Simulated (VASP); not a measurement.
```xyz
1
Lattice="0.0000 1.8957 1.8957 1.8957 0.0000 1.8957 1.8957 1.8957 0.0000" Properties=species:S:1:pos:R:3 pbc="T T T"
Pd     0.0000     0.0000     0.0000
```

All values below come from LDA (Ceperley-Alder, Perdew-Zunger), VASP's LDA PAW potentials (set 64) (plane waves; VASP). Numerical set-up: 500 eV cut-off, 16×16×16 Γ-centred mesh, first-order Methfessel-Paxton smearing of 0.10 eV, potentials Pd.

Energy and stress use the plane-wave basis of the starting cell.

Q: The ions, cell shape and volume at an external pressure of 20.0 GPa are relaxed. What does this cell relax into?

A: 
```xyz
1
Lattice="0.0000 1.8748 1.8748 1.8748 0.0000 1.8748 1.8748 1.8748 0.0000" Properties=species:S:1:pos:R:3 pbc="T T T"
Pd     1.8748     0.0000     1.8748
```
Space group Fm-3m (225), at a tolerance of 0.03 Å.

Q: How do energy and volume change from the first to the last step?

A: The energy (σ→0) changes by +41.2 meV/atom and the volume by -3.3 %, in 4 ionic steps.

The compound is Pd in the fcc structure. This run relaxes it under an external pressure of 20 GPa. Symmetry was kept, so distortions that lower it aren't found.
